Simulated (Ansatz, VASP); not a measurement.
# Zn16Si8Ge8N31 (V_N2) in two plane-wave programs, part 3 of 4

Wanted: the spread between two codes on one cell, functional and k mesh. The structure shown is the start of the Ansatz relaxation below; VASP solves that cell, so the two are compared at the walk's first step.

VASP 6.6.1 and Ansatz 0.2.0.

So far. Step 3 (VASP: single point, PBEsol, start cell, pair 1): The run ends at a pressure of -5.82 GPa, with forces up to 2.7 eV/Å.

### 6. VASP: single point, PBEsol, start cell, pair 2

Level of this step: PBEsol; plane waves and PAW (Zn, Si, Ge_d, N) (VASP).

The same cell, functional and mesh now go to VASP, with its own data sets.

INCAR reads:

```
SYSTEM = Zn16Si8Ge8N31
PREC = Accurate
ENCUT = 520
EDIFF = 1E-06
NELM = 120
ISMEAR = 0
SIGMA = 0.01
LREAL = Auto
ALGO = Normal
GGA = PS
NELECT = 490
NBANDS = 296
LORBIT = 11
LWAVE = .FALSE.
LCHARG = .FALSE.
ISIF = 2
ISYM = 0
LASPH = .TRUE.
GGA_COMPAT = .FALSE.
EFERMI = MIDGAP
NCORE = 2
```

POSCAR reads:

```
Zn16Si8Ge8N31
1.0
   -5.3666112245      5.0986424587      6.3291103091
    5.3186059267     -5.0986424587      6.3198864597
    5.3666112245      5.0986424587     -6.3291103091
Zn Si Ge N
16 8 8 31
Direct
    0.1871680970      0.2200884229      0.0417169812
    0.1880422911      0.7221504176      0.5362453621
    0.6834721326      0.2204840151      0.5367099475
    0.6928239844      0.7296159350      0.0425173962
    0.0709605838      0.2803403765      0.7173044062
    0.0670913216      0.7793872795      0.2125241028
    0.5667096197      0.2778359551      0.2187224301
    0.5700236638      0.7722796739      0.7166919646
    0.1905074998      0.1461198749      0.4622750840
    0.1870334712      0.6395519011      0.9527629598
    0.6944147972      0.1452609183      0.9545065684
    0.6941670905      0.6474136174      0.4556696759
    0.0590343913      0.3551343933      0.2925441535
    0.0643549716      0.8503670531      0.7953400546
    0.5650325259      0.3557517001      0.7936555522
    0.5619958301      0.8563626089      0.3022924179
    0.4381146530      0.4740931062      0.0411553214
    0.4357673925      0.9725259010      0.5332316874
    0.9452329728      0.4794299842      0.5459278871
    0.9431517572      0.9774542051      0.0453081225
    0.3107046614      0.0234924039      0.2088709687
    0.3188028639      0.5251363600      0.7177700247
    0.8096027546      0.0231942971      0.7086589181
    0.8089032975      0.5173157455      0.2103327181
    0.4385371904      0.4017940718      0.4699140987
    0.4403485948      0.8995057167      0.9625199329
    0.9419016426      0.4022029052      0.9717888914
    0.9346701577      0.8985963374      0.4667337448
    0.3204890429      0.0998759512      0.7880640300
    0.3135442498      0.6009263942      0.2919206074
    0.8162859920      0.1071713707      0.2931729566
    0.8238780332      0.6028509343      0.7961065876
    0.1311862628      0.4101734962      0.1492425013
    0.1253367152      0.9135152363      0.6543576059
    0.6231701932      0.4110142223      0.6505269953
    0.6289369661      0.9113354194      0.1583373909
    0.4960641163      0.0944449451      0.9693942028
    0.4979157986      0.5929192051      0.4739787938
    0.9880011592      0.0885688099      0.4695938290
    0.9906344360      0.5926492559      0.9652586748
    0.1207616421      0.4799656543      0.6977633471
    0.1203362902      0.9803121407      0.1983616998
    0.6282889239      0.4784426729      0.2074525820
    0.6274495880      0.9817600073      0.7096806996
    0.4734376039      0.0177525654      0.3895519113
    0.4770829215      0.5170807247      0.8950948286
    0.9703034220      0.0221882591      0.8913234869
    0.9791964423      0.5224922423      0.3977579505
    0.3757341536      0.1227530496      0.6417286226
    0.3816829765      0.6300863639      0.1465880504
    0.8785562165      0.1273641648      0.1423506975
    0.8778785897      0.6189917680      0.6421910705
    0.2653419421      0.8757805669      0.0029743782
    0.7669407655      0.3787920499      0.0070859016
    0.7729916913      0.8812674463      0.5123591982
    0.3803377728      0.2185909652      0.2514953480
    0.3785470266      0.7226494119      0.7532379575
    0.8729489240      0.2198150732      0.7489332793
    0.8808273693      0.7190941129      0.2450505134
    0.2832720387      0.2835575876      0.9105088168
    0.2799530115      0.7818151269      0.4043826384
    0.7795888212      0.2790830132      0.4034414754
    0.7815539133      0.7860226609      0.9113885870
```

KPOINTS reads:

```
Points of the shifted mesh
1
Reciprocal
 0.2500000000  0.2500000000  0.2500000000 1
```

The projector-augmented-wave data sets are Zn, Si, Ge_d and N (PBE family, release 64).

The run is started by

```bash
$ mpirun -np 8 vasp_std
```

Numbers of over 12 decimals in the logs are rounded to 6 here.

The program printed:

```text
[banner, memory and clock lines left out]
running    8 mpi-ranks, on    1 nodes
[...]
[... a notice as in an earlier step ...]

 LDA part: xc-table for (Slater+PW92), standard interpolation
 POSCAR, INCAR and KPOINTS ok, starting setup
[...]
entering main loop
       N       E                     dE             d eps       ncg     rms          rms(c)
DAV:   1     0.853656850201E+04    0.85366E+04   -0.17443E+05   672   0.324E+03
DAV:   2     0.180687330943E+04   -0.67297E+04   -0.62691E+04   592   0.906E+02
DAV:   3    -0.131101047114E+03   -0.19380E+04   -0.18068E+04   608   0.313E+02
DAV:   4    -0.453354824229E+03   -0.32225E+03   -0.31417E+03   672   0.136E+02
DAV:   5    -0.475557651277E+03   -0.22203E+02   -0.21948E+02   696   0.381E+01BRMIX: very serious problems
 the old and the new charge density differ
 old charge density:   491.00000 new  490.00000
    0.519E+01
DAV:   6    -0.411901668013E+03    0.63656E+02   -0.14058E+02   976   0.839E+01    0.277E+01
DAV:   7    -0.418775498208E+03   -0.68738E+01   -0.11354E+02   712   0.222E+01    0.184E+01
DAV:   8    -0.417248363239E+03    0.15271E+01   -0.15260E+01   880   0.227E+01    0.792E+00
DAV:   9    -0.417022450733E+03    0.22591E+00   -0.28925E+00   912   0.119E+01    0.232E+00
[...]
DAV:  16    -0.416948050371E+03    0.17140E-04   -0.16377E-04   888   0.730E-02    0.247E-02
DAV:  17    -0.416948050196E+03    0.17431E-06   -0.50006E-05   712   0.303E-02    0.103E-02
DAV:  18    -0.416948049902E+03    0.29422E-06   -0.53920E-06   576   0.140E-02
   1 F= -.41694805E+03 E0= -.41694805E+03  d E =0.000000E+00
```

From OUTCAR (step 6):

```text
  Total       -7.1954666     -6.3345964     -9.9292420      1.0363528      1.0334036      4.6029139
  in kB      -16.7292693    -14.7277689    -23.0852248      2.4094929      2.4026361     10.7016529
  external PRESSURE =     -18.1807543 kB  Pullay stress =       0.0000000 kB

 POSITION                                       TOTAL-FORCE (eV/Angst)
 -----------------------------------------------------------------------------------
      0.38998      0.04485      2.31151        -0.373748     -0.146400      0.219570
      5.70950      0.01090      2.36009         0.703086     -0.088703      0.198700
      0.38505      5.09710      2.32231         0.230825      0.201200      0.372454
      0.39060      0.02919      8.72695         0.231301      0.185315     -0.282688
      4.95970      2.58973     -2.31906        -0.098255      0.089150     -0.700706
      4.92573     -2.54816      4.00518         0.014241      0.124565     -0.302023
     -0.38981      2.58805      3.95834        -0.410911      0.041201      0.076272
      4.89456      2.62292      3.95244         0.323629     -0.136563      0.398181
      2.23563      2.58329     -0.79659        -0.549502     -0.260223     -0.353210
      7.51090      2.55057     -0.80449         0.326875      0.386952      0.616723
      2.16840      7.66663     -0.72812         0.235285     -0.146767     -0.106714
      2.16342      2.56168      5.60106         0.124732      0.265022     -0.181931
      3.14198     -0.01813      0.76650        -0.144655     -0.240056     -0.122196
      8.44568      0.04756      0.74774         0.537953     -0.594117     -0.039979
[...]
-----------------------------------------------------------------------------------
    total drift:                                0.002095     -0.006169     -0.000688

  FREE ENERGIE OF THE ION-ELECTRON SYSTEM (eV)
  ---------------------------------------------------
  free  energy   TOTEN  =      -416.9480499022 eV

  energy  without entropy=     -416.9480499022  energy(sigma->0) =     -416.94804990

[... 1 part as in an earlier step ...]

[... 2 further parts left out ...]
[key lines of the parts left out:]
E-fermi :   5.6640
```

The run ends at a pressure of -1.82 GPa, with forces up to 3.2 eV/Å.

### 7. Comparison

Forces on 10 of the 63 atoms, those with the largest forces and the largest differences (eV/Å; atoms numbered as in POSCAR):

| atom | Ansatz x, y, z | VASP x, y, z |
| --- | --- | --- |
| Si18 | 0.591, 1.211, 1.659 | 0.605, 1.216, 1.672 |
| Si19 | -1.146, -2.417, -0.071 | -1.154, -2.438, -0.074 |
| Si20 | -0.306, -2.691, 1.611 | -0.304, -2.712, 1.621 |
| Si23 | 1.776, 1.351, -0.793 | 1.788, 1.356, -0.795 |
| Ge32 | 0.576, -2.394, -0.309 | 0.571, -2.365, -0.308 |
| N33 | 0.329, 0.426, -0.942 | 0.368, 0.392, -0.876 |
| N35 | -0.087, 0.956, 0.623 | -0.071, 0.895, 0.676 |
| N40 | -0.167, 1.960, -0.613 | -0.188, 1.888, -0.670 |
| N41 | -0.734, 2.555, 0.914 | -0.748, 2.548, 0.935 |
| N42 | 0.510, 2.226, 0.679 | 0.504, 2.227, 0.714 |

The forces differ by 26 meV/Å r.m.s., which is 3.1 % of the r.m.s. force of 0.823 eV/Å (both taken over all components). The cell carries a charge of +1 e against a uniform background, so its pressure also hangs on how the neutralising background is counted, and in a defect's cell a gap may be the spacing between its levels.

### 8. Ansatz: relaxation, PBEsol

The two programs are compared at the cell with which this relaxation starts, whose forces are those of its first step.

The structure compared here is the start of the Ansatz relaxation; VASP solves that cell, so the two are compared at the walk's first step.

input.yaml reads:

```yaml
crystal:
  lattice:
    - [-5.36661122, 5.09864246, 6.32911031]
    - [5.31860593, -5.09864246, 6.31988646]
    - [5.36661122, 5.09864246, -6.32911031]
  atoms:
    - { symbol: Zn, position: [0.18869047, 0.22545839, 0.04211986] }
    - { symbol: Zn, position: [0.18869047, 0.72545839, 0.54211986] }
    - { symbol: Zn, position: [0.68869047, 0.22545839, 0.54211986] }
    - { symbol: Zn, position: [0.68869047, 0.72545839, 0.04211986] }
    - { symbol: Zn, position: [0.06666147, 0.27454161, 0.71323207] }
    - { symbol: Zn, position: [0.06666147, 0.77454161, 0.21323207] }
    - { symbol: Zn, position: [0.56666147, 0.27454161, 0.21323207] }
    - { symbol: Zn, position: [0.56666147, 0.77454161, 0.71323207] }
    - { symbol: Zn, position: [0.19241216, 0.14437945, 0.45812033] }
    - { symbol: Zn, position: [0.19241216, 0.64437945, 0.95812033] }
    - { symbol: Zn, position: [0.69241216, 0.14437945, 0.95812033] }
    - { symbol: Zn, position: [0.69241216, 0.64437945, 0.45812033] }
    - { symbol: Zn, position: [0.06374087, 0.35562055, 0.29803271] }
    - { symbol: Zn, position: [0.06374087, 0.85562055, 0.79803271] }
    - { symbol: Zn, position: [0.56374087, 0.35562055, 0.79803271] }
    - { symbol: Zn, position: [0.56374087, 0.85562055, 0.29803271] }
    - { symbol: Si, position: [0.44115138, 0.47666955, 0.03922638] }
    - { symbol: Si, position: [0.44115138, 0.97666955, 0.53922638] }
    - { symbol: Si, position: [0.94115138, 0.47666955, 0.53922638] }
    - { symbol: Si, position: [0.94115138, 0.97666955, 0.03922638] }
    - { symbol: Si, position: [0.31255682, 0.02333045, 0.21448183] }
    - { symbol: Si, position: [0.31255682, 0.52333045, 0.71448183] }
    - { symbol: Si, position: [0.81255682, 0.02333045, 0.71448183] }
    - { symbol: Si, position: [0.81255682, 0.52333045, 0.21448183] }
    - { symbol: Ge, position: [0.43894015, 0.39712448, 0.46566064] }
    - { symbol: Ge, position: [0.43894015, 0.89712448, 0.96566064] }
    - { symbol: Ge, position: [0.93894015, 0.39712448, 0.96566064] }
    - { symbol: Ge, position: [0.93894015, 0.89712448, 0.46566064] }
    - { symbol: Ge, position: [0.31853616, 0.10287552, 0.79181566] }
    - { symbol: Ge, position: [0.31853616, 0.60287552, 0.29181566] }
    - { symbol: Ge, position: [0.81853616, 0.10287552, 0.29181566] }
    - { symbol: Ge, position: [0.81853616, 0.60287552, 0.79181566] }
    - { symbol: "N", position: [0.12875372, 0.41063022, 0.15287728] }
    - { symbol: "N", position: [0.12875372, 0.91063022, 0.65287728] }
    - { symbol: "N", position: [0.62875372, 0.41063022, 0.65287728] }
    - { symbol: "N", position: [0.62875372, 0.91063022, 0.15287728] }
    - { symbol: "N", position: [0.49224706, 0.08936978, 0.9681235] }
    - { symbol: "N", position: [0.49224706, 0.58936978, 0.4681235] }
    - { symbol: "N", position: [0.99224706, 0.08936978, 0.4681235] }
    - { symbol: "N", position: [0.99224706, 0.58936978, 0.9681235] }
    - { symbol: "N", position: [0.12515923, 0.48027589, 0.70330667] }
    - { symbol: "N", position: [0.12515923, 0.98027589, 0.20330667] }
    - { symbol: "N", position: [0.62515923, 0.48027589, 0.20330667] }
    - { symbol: "N", position: [0.62515923, 0.98027589, 0.70330667] }
    - { symbol: "N", position: [0.47303078, 0.01972411, 0.39488334] }
    - { symbol: "N", position: [0.47303078, 0.51972411, 0.89488334] }
    - { symbol: "N", position: [0.97303078, 0.01972411, 0.89488334] }
    - { symbol: "N", position: [0.97303078, 0.51972411, 0.39488334] }
    - { symbol: "N", position: [0.38197879, 0.1246137, 0.64492176] }
    - { symbol: "N", position: [0.38197879, 0.6246137, 0.14492176] }
    - { symbol: "N", position: [0.88197879, 0.1246137, 0.14492176] }
    - { symbol: "N", position: [0.88197879, 0.6246137, 0.64492176] }
    - { symbol: "N", position: [0.27030806, 0.3753863, 0.50736509] }
    - { symbol: "N", position: [0.27030806, 0.8753863, 0.00736509] }
    - { symbol: "N", position: [0.77030806, 0.3753863, 0.00736509] }
    - { symbol: "N", position: [0.77030806, 0.8753863, 0.50736509] }
    - { symbol: "N", position: [0.3767469, 0.21970027, 0.24678625] }
    - { symbol: "N", position: [0.3767469, 0.71970027, 0.74678625] }
    - { symbol: "N", position: [0.8767469, 0.21970027, 0.74678625] }
    - { symbol: "N", position: [0.8767469, 0.71970027, 0.24678625] }
    - { symbol: "N", position: [0.27708598, 0.28029973, 0.90704663] }
    - { symbol: "N", position: [0.27708598, 0.78029973, 0.40704663] }
    - { symbol: "N", position: [0.77708598, 0.28029973, 0.40704663] }
    - { symbol: "N", position: [0.77708598, 0.78029973, 0.90704663] }
  supercell: [1, 1, 1]
  defects: [{ vacancy: 52 }]
total_charge: 2
basis:
  ecutwfc: 420
  xc_grid: 2
hamiltonian:
  xc: pbesol
kpoints:
  mp_grid: { grid: [1, 1, 1], shift: [0.25, 0.25, 0.25] }
magnetization:
  spin_polarized: true
  initial_magnetization: 1
  spin_locking: { lock_magnetization: hard }
scf:
  occupations: { method: fixed }
  max_iter: 60
output:
  forces: true
  charged_corrections:
    epsilon: [5.53, 5.63, 5.55]
    static_epsilon: [[10.06, 0.0, 0.06], [0.0, 10.59, 0.0], [0.06, 0.0, 9.8]]
relax:
  f_tol: 0.02
  max_steps: 80
  random_displacement: { amplitude: 0.05, seed: 1565 }
checkpoint:
  write: "../qp2_M1.relax.run"
  compress: false
  write_wavefunctions: true
  write_every: 100000
```

The run is started by

```bash
$ ansatz run input.yaml --threads 4 --pin off --max-ram 7536MiB --backend cpu --events-out ev --progress --plain --runs-dir out
```

The program printed:

```text
[...]
Crystal: 63 atoms, lattice volume = 689.116 Å³
Basis set: ecut = 420 eV, 13461 PW (Γ), exchange–correlation on 144×144×144 points (8 copies of the dense FFT grid, shifted against one another)
Bands: 308, of which v1, the nominal top of the filled ones, is band 245 counted from 1 (244 counted from 0)
Symmetry: 1 space group operations
k-points: 1
[...]
Starting moments: Σ|m| = 1 μB on 63 of 63 sites
[...]
- { symbol: N, position: [0.129497, 0.910978, 0.652935] }
    - { symbol: N, position: [0.628056, 0.410363, 0.651462] }
    - { symbol: N, position: [0.629342, 0.910638, 0.152599] }
    - { symbol: N, position: [0.493698, 0.091821, 0.968234] }
    - { symbol: N, position: [0.489750, 0.588131, 0.467868] }
    - { symbol: N, position: [0.992673, 0.090065, 0.469090] }
    - { symbol: N, position: [0.991896, 0.589445, 0.966171] }
[...]
- { symbol: N, position: [0.277163, 0.280651, 0.906828] }
    - { symbol: N, position: [0.277011, 0.781019, 0.406772] }
    - { symbol: N, position: [0.776705, 0.280490, 0.406598] }
    - { symbol: N, position: [0.777256, 0.781202, 0.906691] }
```

(Continued in part 4 of 4.)

[Lines on the potential files, build, host, timing and source positions are cut from VASP's logs without a mark.]

[Logs are printed without paths, hosts, clocks, repeated set-up lines and the standing remarks that a program may print on its own settings, such as how far it seeks lower states.]

[Hosts, paths, dates, database ids (printed as entryN), source tags and the programs' standing remarks are cut or masked in the printed files.]
